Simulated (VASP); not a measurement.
Pb:

```xyz
1
Lattice="0.0000 2.4750 2.4750 2.4750 0.0000 2.4750 2.4750 2.4750 0.0000" Properties=species:S:1:pos:R:3 pbc="T T T"
Pb    0.0000    0.0000    0.0000
```

* Program: VASP 6.6.1
* Task: relaxation of cell and atoms
* Functional: PBEsol
* Potentials or basis: VASP PAW PBE potentials, release 64 (Pb_d)
* Cutoff: 300 eV
* k mesh: 14 × 14 × 14
* Occupations: gaussian, width 0.1 eV
* Spin: no spin polarisation

At the start: pressure -1.1 GPa; volume 30.32 Å³/atom.

Q: How do energy, volume and symmetry change on relaxing?

A: Over 3 steps the energy falls by 2.4 meV/atom and the volume is 29.62 Å³/atom (-2.3 %); space group Fm-3m (No. 225, to 0.05 Å).

The path:
| step | energy change (eV) | largest force (eV/Å) | pressure (GPa) | volume (Å³) |
| --- | --- | --- | --- | --- |
| 1 | 0.0000 | 0.0000 | -1.08 | 30.32 |
| 2 | -0.0022 | 0.0000 | 0.31 | 29.44 |
| 3 | -0.0024 | 0.0000 | 0.00 | 29.62 |

Final structure:
```cif
data_structure
_symmetry_space_group_name_H-M 'P 1'
_symmetry_Int_Tables_number 1
_cell_length_a 3.4730
_cell_length_b 3.4730
_cell_length_c 3.4730
_cell_angle_alpha 60.000
_cell_angle_beta 60.000
_cell_angle_gamma 60.000
_cell_volume 29.62
loop_
_atom_site_label
_atom_site_type_symbol
_atom_site_fract_x
_atom_site_fract_y
_atom_site_fract_z
_atom_site_occupancy
Pb1 Pb 0.00000 0.00000 0.00000 1
```

Caveat: the PAW data sets were made with another functional, which shifts forces and pressure a little.
